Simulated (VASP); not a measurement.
Here is the system:

```xyz
6
Lattice="4.1740 0.0000 0.0000 0.0000 4.1740 0.0000 0.0000 0.0000 2.7199" Properties=species:S:1:pos:R:3 pbc="T T T"
Mn     0.0000     0.0000     0.0000
Mn     2.0870     2.0870     1.3600
O      1.2543     1.2543     0.0000
O      3.3413     0.8327     1.3600
O      0.8327     3.3413     1.3600
O      2.9197     2.9197     0.0000
```
Starting moments (μB, in the order of the record's atoms Mn Mn O O O O): 2.4 -2.4 0.0 0.0 0.0 0.0.

These are PBEsol GGA, VASP's PBE PAW potentials (set 64) (plane waves; VASP) values and carry that method's errors. Numerical set-up: 620 eV cut-off, 7×7×11 Γ-centred mesh, first-order Methfessel-Paxton smearing of 0.10 eV, potentials Mn_pv O.

Question: Predict the cell moment, energy per atom (σ→0), pressure, band gap (on the k-mesh) with the smallest direct gap where there is one.

Answer: 
| Item | Result |
|---|---|
| band gap (on the k-mesh) | none (metal, semimetal or under 0.01 eV) |
| cell moment | 0.00 μB |
| energy per atom (σ→0) | -8.291 eV/atom |
| pressure | 45.00 GPa |

Question: Give the moment on each site (PAW-sphere projection).

Answer: 
| site | moment (μB) |
|---|---|
| Mn1 | 2.14 |
| Mn2 | -2.14 |
| O3 | -0.04 |
| O4 | 0.04 |
| O5 | 0.04 |
| O6 | -0.04 |

Total energies compare only between runs with the same potentials, cut-off and functional.

The compound is MnO2 in the rutile structure. It was relaxed first under an external pressure of 45 GPa.
